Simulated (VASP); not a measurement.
All values below come from PBE GGA, VASP's PBE PAW potentials (set 64) (plane waves; VASP 6.6.1).

VASP input:

**POSCAR**
```
PtB
1.0
  2.8073937326   0.0000000000   0.0000000000
  0.0000000000   2.8073937326   0.0000000000
  0.0000000000   0.0000000000   2.8073937326
Pt B
1 1
direct
  0.0000000000   0.0000000000   0.0000000000
  0.5000000000   0.5000000000   0.5000000000
```

INCAR:
```
ALGO  =  Normal
EDIFF  =  1E-7
ENCUT  =  520
GGA  =  PE
ISIF  =  2
ISMEAR  =  -5
LASPH  =  .True.
LCHARG  =  .True.
LMAXMIX  =  6
LORBIT  =  11
LREAL  =  .False.
LWAVE  =  .False.
NEDOS  =  601
NELM  =  100
PREC  =  Accurate
SYSTEM  =  PtB
```

File KPOINTS:
```
Automatic mesh
0
Gamma
14 14 14
0 0 0
```

POTCAR, in this order: Pt B (PBE.64 set). Program: vasp_std.

Unless said otherwise, spin-orbit coupling is left out, though it shifts the bands of the heavy elements here.

Task: Predict the energy per atom (σ→0), band gap (on the k-mesh).

Result: 
| Item | Value |
|---|---|
| energy per atom (σ→0) | -5.812 eV/atom |
| band gap (on the k-mesh) | none (metal, semimetal or under 0.01 eV) |

### OSZICAR
```
...
DAV:   8    -0.116323252906E+02    0.12313E-01   -0.86841E-02  2510   0.222E+00    0.768E-01
DAV:   9    -0.116241228561E+02    0.82024E-02   -0.22909E-02  2428   0.130E+00    0.203E-01
DAV:  10    -0.116237148884E+02    0.40797E-03   -0.17461E-03  2510   0.316E-01    0.355E-02
DAV:  11    -0.116237104504E+02    0.44379E-05   -0.23706E-05  2582   0.486E-02    0.952E-03
DAV:  12    -0.116237095400E+02    0.91039E-06   -0.12701E-06  2530   0.930E-03    0.533E-03
DAV:  13    -0.116237106383E+02   -0.10982E-05   -0.23910E-07  1328   0.439E-03    0.488E-04
DAV:  14    -0.116237106722E+02   -0.33984E-07   -0.91825E-09  1236   0.967E-04
   1 F= -.11623711E+02 E0= -.11623711E+02  d E =0.000000E+00
```

The structure was generated: PtB was put into the CsCl type type (Pm-3m), which need not be its known phase. It was relaxed first, which changed the volume by -5 %. The electron count is odd and the run is not spin-polarised, which forces a metal.
